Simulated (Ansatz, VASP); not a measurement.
One calculation of CsCaH3, two programs

File INCAR:

```
SYSTEM = CsCaH3
PREC = Accurate ; ENCUT = 520
EDIFF = 1E-6 ; ISMEAR = 0
SIGMA = 0.1 ; LREAL = .False.
LASPH = .True. ; NELM = 100
ALGO = Normal ; ISIF = 2
LWAVE = .False. ; LCHARG = .False.
NBANDS = 19
```

File KPOINTS:

```
regular mesh
0
Gamma
  4 4 4
  0 0 0
```

POSCAR

```
CsCaH3
1.0
    4.6211860000      0.0000000000      0.0000000000
    0.0000000000      4.6211860000      0.0000000000
    0.0000000000      0.0000000000      4.6211860000
Cs Ca H
1 1 3
Direct
    0.0000000000      0.0000000000      0.0000000000
    0.5000000000      0.5000000000      0.5000000000
    0.5000000000      0.0000000000      0.5000000000
    0.0000000000      0.5000000000      0.5000000000
    0.5000000000      0.5000000000      0.0000000000
```

Input for Ansatz:

```yaml
crystal:
  lattice:
    - [4.621186, 0.0, 0.0]
    - [0.0, 4.621186, 0.0]
    - [0.0, 0.0, 4.621186]
  atoms:
    - { symbol: Cs, position: [0.0, 0.0, 0.0] }
    - { symbol: Ca, position: [0.5, 0.5, 0.5] }
    - { symbol: H, position: [0.5, 0.0, 0.5] }
    - { symbol: H, position: [0.0, 0.5, 0.5] }
    - { symbol: H, position: [0.5, 0.5, 0.0] }
basis:
  ecutwfc: 420
kpoints:
  mp_grid: { grid: [4, 4, 4] }
hamiltonian:
  xc: lda
scf:
  occupations: { method: gaussian, width: 0.1 }
output:
  forces: true
  stress: true
  eigenvalues: true
```

The cell comes from a database or a generator and needn't be the stable form of this composition.

Alike in both runs: task single point; functional LDA; k mesh 4 × 4 × 4; occupations gaussian, width 0.1 eV; no spin polarisation.

|  | VASP | Ansatz |
| --- | --- | --- |
| version | VASP 6.6.1 | Ansatz 0.2.0 |
| potentials or method | VASP PAW LDA potentials, release 64 (Cs_sv, Ca_sv, H) | scalar-relativistic, plane waves, PAW |
| plane-wave cutoff (eV) | 520 | 420 |
| valence electrons in the cell | 22 | 22 |

Ansatz gave:

* gap on the k mesh at the Fermi level (eV): 2.81
* least direct gap on the mesh (eV): 2.81
* pressure (GPa): -2.4

Q: Which values does VASP return?

A: gap on the k mesh at the Fermi level (eV): 2.79; least direct gap on the mesh (eV): 2.79; pressure (GPa): -2.3.

Caveats: spin-orbit coupling is left out, which moves the levels of the heavy elements. A k mesh can miss the band edges.
